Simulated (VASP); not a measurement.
# PbF₂ (fluorite): computed properties

These are PBE GGA, VASP's PBE PAW potentials (set 64) (plane waves; VASP) values and carry that method's errors.

| Property | Result |
|---|---|
| space group | Fm-3m (225) |
| cell | a = b = c = 5.9941 Å, α = β = γ = 90.00° |
| volume per atom | 17.95 Å^3/atom |
| band gap (over mesh and band path) | 4.42 eV |
| smallest direct gap (over mesh and band path) | 4.56 eV |
| Hill bulk modulus | 67.1 GPa |
| Hill shear modulus | 23.0 GPa |
| Poisson's ratio | 0.346 |
| band-edge character without spin-orbit coupling | indirect, W to X |
| band gap with spin-orbit coupling | 4.14 eV |
| density | 7.56 g/cm³ |
| mean ε∞ (DFPT) | 3.29 |
| mean ε∞ (independent particles) | 3.57 |
| mean static ε | 32.40 |
| optical Γ-point spectrum | 101 (×3), 242 (×3) cm⁻¹ |
| C11 | 103 GPa |
| C12 | 49.1 GPa |
| C44 | 20.6 GPa |

PbF$_{2}$ is taken in the cubic space group Fm-3m (No. 225), the fluorite structure, Pearson symbol cF12. Conventional cell: a = 5.994 Å, b = 5.994 Å, c = 5.994 Å, α = 90.00°, β = 90.00°, γ = 90.00°. Pb on 4a is coordinated by 8 F at 2.596 Å (cubic). F on 8c has 4 Pb at 2.596 Å (tetrahedral). (Neighbours: up to the widest gap in distance over summed covalent radii, below 1.35, at either atom; cation-cation and far metal-metal contacts left out.)
(The calculation used a cell of 3 atoms; values per cell refer to that cell.)

Measured: a 5.940 Å (computed value off by +0.9 %), as given by E. Cadelano et al., The European Physical Journal B (2011), arXiv:1107.5962; ε∞ 2.99 (computed value off by +9.9 %), as given by I. H. Malitson and M. J. Dodge. Refraction and dispersion of lead fluoride, J. Opt. Soc. Am. 59, 500A (1969) (as … [long-wavelength limit of the electronic terms of a dispersion formula fitted to measured refractive indices over 0.3-11.9 um; lattice terms left out]. The calculation is for a static lattice, while the measured a holds thermal and zero-point effects, which are part of the difference. Unless said otherwise, spin-orbit coupling is left out, though it shifts the bands of the heavy elements here.

The compound is PbF2 in the fluorite structure, the β form. It was relaxed first. Symmetry was kept, so distortions that lower it aren't found.
